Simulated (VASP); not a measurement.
Output of a VASP run:

File OUTCAR:
```
 ion  position               nearest neighbor table
   1  0.333  0.667  0.000-   4 2.36   4 2.36   4 2.36   3 2.36
   2  0.667  0.333  0.500-   3 2.36   3 2.36   3 2.36   4 2.36
   3  0.333  0.667  0.375-   2 2.36   2 2.36   2 2.36   1 2.36
   4  0.667  0.333  0.875-   1 2.36   1 2.36   1 2.36   2 2.36
  LATTYP: Found a hexagonal cell.
 ALAT       =     3.8471930362
 C/A-ratio  =     1.6387823829
 Subroutine PRICEL returns:
 Original cell was already a primitive cell.
 Subroutine GETGRP returns: Found 12 space group operations
The static configuration has the point symmetry C_3v.
 The point group associated with its full space group is C_6v.
The dynamic configuration has the point symmetry C_3v.
 Subroutine INISYM returns: Found 12 space group operations
 Subroutine IBZKPT returns following result:
 Found     14 irreducible k-points:

 Following reciprocal coordinates:
            Coordinates               Weight
  0.000000  0.000000  0.000000      1.000000
  0.166667  0.000000  0.000000      6.000000
  0.333333  0.000000  0.000000      6.000000
  0.500000  0.000000  0.000000      3.000000
  0.166667  0.166667  0.000000      6.000000
  0.333333  0.166667  0.000000     12.000000
  0.333333  0.333333  0.000000      2.000000
  0.000000  0.000000  0.333333      2.000000
  0.166667  0.000000  0.333333     12.000000
  0.333333  0.000000  0.333333     12.000000
  0.500000  0.000000  0.333333      6.000000
  0.166667  0.166667  0.333333     12.000000
  0.333333  0.166667  0.333333     24.000000
  0.333333  0.333333  0.333333      4.000000
   k-points           NKPTS =     14   k-points in BZ     NKDIM =     14   number of bands    NBANDS=     22
   number of dos      NEDOS =    301   number of ions     NIONS =      4
   total plane-waves  NPLWV =  37632
   dimension x,y,z NGX =    28 NGY =   28 NGZ =   48
   dimension x,y,z NGXF=    56 NGYF=   56 NGZF=   96
   ions per type =               2   2
   PREC   = accura    normal or accurate (medium, high low for compatibility)
   ISTART =      0    job   : 0-new  1-cont  2-samecut
   ICHARG =      2    charge: 1-file 2-atom 10-const
   ISPIN  =      1    spin polarized calculation?
   LNONCOLLINEAR =      F non collinear calculations
   LSORBIT =      F    spin-orbit coupling
   INIWAV =      1    electr: 0-lowe 1-rand  2-diag
   ENCUT  =  480.0 eV  35.28 Ry    5.94 a.u.   6.87  6.87 11.26*2*pi/ulx,y,z
   NELM   =    100;   NELMIN=  2; NELMDL= -5     # of ELM steps
   EDIFF  = 0.1E-05   stopping-criterion for ELM
   LREAL  =      F    real-space projection
   NLSPLINE    = F    spline interpolate recip. space projectors
   LMAXMIX     =    4 max onsite mixed and CHGCAR
   VOSKOWN=      0    Vosko Wilk Nusair interpolation
   EDIFFG = -.2E-01   stopping-criterion for IOM
   NSW    =     60    number of steps for IOM
   NBLOCK =      1;   KBLOCK =     60    inner block; outer block
   IBRION =      2    ionic relax: 0-MD 1-quasi-New 2-CG
   NFREE  =      1    steps in history (QN), initial steepest desc. (CG)
   ISIF   =      3    stress and relaxation
   ISYM   =      2    0-nonsym 1-usesym 2-fastsym
   TEIN   =    0.0    initial temperature
   TEBEG  =    0.0;   TEEND  =   0.0 temperature during run
   SMASS  =  -3.00    Nose mass-parameter (am)
   PSTRESS=    0.0 pullay stress
   NELECT =      36.0000    total number of electrons
   EFERMI =   0.00;   METHOD = LEGACY
   ISMEAR =     0;   SIGMA  =   0.05  broadening in eV -4-tet -1-fermi 0-gaus
   IALGO  =     38    algorithm
   LDIAG  =      T    sub-space diagonalisation (order eigenvalues)
   IMIX   =      4    mixing-type and parameters
     AMIX     =   0.40;   BMIX     =  1.00
     AMIX_MAG =   1.60;   BMIX_MAG =  1.00
     AMIN     =   0.10
   GGA     = PE    functional components
   VOSKOWN =     0    Vosko Wilk Nusair interpolation
   LHFCALC =     F    Hartree Fock is set to
   LHFONE  =     F    Hartree Fock one center treatment
   AEXX    =    0.0000 exact exchange contribution
   IVDW    =     0    specifies the selected vdW correction
...
```

**OSZICAR**
```
       N       E                     dE             d eps       ncg     rms          rms(c)
DAV:   1     0.230875094471E+03    0.23088E+03   -0.17141E+04   616   0.187E+03
DAV:   2     0.706755563297E+01   -0.22381E+03   -0.21815E+03   652   0.368E+02
DAV:   3    -0.140719668922E+02   -0.21140E+02   -0.21022E+02   748   0.116E+02
DAV:   4    -0.145357921232E+02   -0.46383E+00   -0.46344E+00   718   0.179E+01
DAV:   5    -0.145451003367E+02   -0.93082E-02   -0.93070E-02   768   0.245E+00    0.961E+00
DAV:   6    -0.136711515123E+02    0.87395E+00   -0.20180E+00   976   0.429E+01    0.750E+00
DAV:   7    -0.137047881980E+02   -0.33637E-01   -0.19440E+00   664   0.800E+00    0.327E+00
DAV:   8    -0.136872188543E+02    0.17569E-01   -0.12479E-01   856   0.476E+00    0.110E+00
DAV:   9    -0.136880219941E+02   -0.80314E-03   -0.19483E-02   824   0.263E+00    0.280E-01
DAV:  10    -0.136881933218E+02   -0.17133E-03   -0.15102E-03   724   0.417E-01    0.176E-01
DAV:  11    -0.136884387086E+02   -0.24539E-03   -0.32026E-04   718   0.120E-01    0.818E-02
DAV:  12    -0.136884455634E+02   -0.68547E-05   -0.21209E-05   866   0.608E-02    0.138E-02
DAV:  13    -0.136884477026E+02   -0.21393E-05   -0.31554E-06   608   0.152E-02    0.872E-03
DAV:  14    -0.136884482171E+02   -0.51448E-06   -0.11209E-06   592   0.119E-02
   1 F= -.13688448E+02 E0= -.13688448E+02  d E =-.136884E+02
```

File OUTCAR:
```
------------------------ aborting loop because EDIFF is reached ----------------------------------------
  FORCE on cell =-STRESS in cart. coord.  units (eV):
  Direction    XX          YY          ZZ          XY          YZ          ZX
  --------------------------------------------------------------------------------------
  Total        0.0183147      0.0183147      0.0494170      0.0000000      0.0000000      0.0000000
  in kB        0.3630999      0.3630998      0.9797224      0.0000000      0.0000000      0.0000000
  external PRESSURE =       0.5686407 kB  Pullay stress =       0.0000000 kB
  volume of cell :       80.81
      direct lattice vectors                 reciprocal lattice vectors
     3.847193036  0.000000000  0.000000000     0.259929770  0.150070545  0.000000000
    -1.923596518  3.331766405  0.000000000     0.000000000  0.300141090  0.000000000
     0.000000000  0.000000000  6.304712171     0.000000000  0.000000000  0.158611523
  FREE ENERGIE OF THE ION-ELECTRON SYSTEM (eV)
  ---------------------------------------------------
  free  energy   TOTEN  =       -13.6884482171 eV

  energy  without entropy=      -13.6884482171  energy(sigma->0) =      -13.68844822

 reached required accuracy - stopping structural energy minimisation
```
(Selected blocks of OUTCAR.)

File POSCAR:
```
ZnS
1
    3.8471930362     0.0000000000     0.0000000000
   -1.9235965181     3.3317664052     0.0000000000
    0.0000000000    -0.0000000000     6.3047121712
Zn S
2 2
Direct
  0.3333330000   0.6666670000   0.0002199337
  0.6666670000   0.3333330000   0.5002199337
  0.3333330000   0.6666670000   0.3747800663
  0.6666670000   0.3333330000   0.8747800663
```

### Question
Reconstruct the remaining input files.

### Answer
One answer among several that fit: the input of the run itself, PBE GGA, plane waves, VASP's PBE PAW potentials (set 64).

INCAR:
```
SYSTEM=ZnS
SIGMA=0.05   ! width (eV)
EDIFFG=-0.02
LCHARG=.False.
ALGO=Normal
LREAL=.False.
ENCUT=480   ! plane-wave cut-off (eV)
ISMEAR=0
GGA=PE   ! PBE
LASPH=.True.
LMAXMIX=4   ! l cut-off of mixed one-centre charges
EDIFF=1E-6   ! SCF stop (eV)
NELM=100   ! most electronic steps
LWAVE=.False.
NSW=60   ! most ionic steps
PREC=Accurate
ISIF=3   ! ions, shape and volume
IBRION=2   ! conjugate gradients
```

**KPOINTS**
```
Automatic mesh
0
Gamma
6 6 3
0 0 0
```

POTCAR, in this order: Zn S (PBE.64 set). Program: vasp_std.

The structure comes from a computed database's ZnS entry (P6_3mc); how it stands against other phases isn't given here. It was relaxed first. The start is the result of an earlier pass.
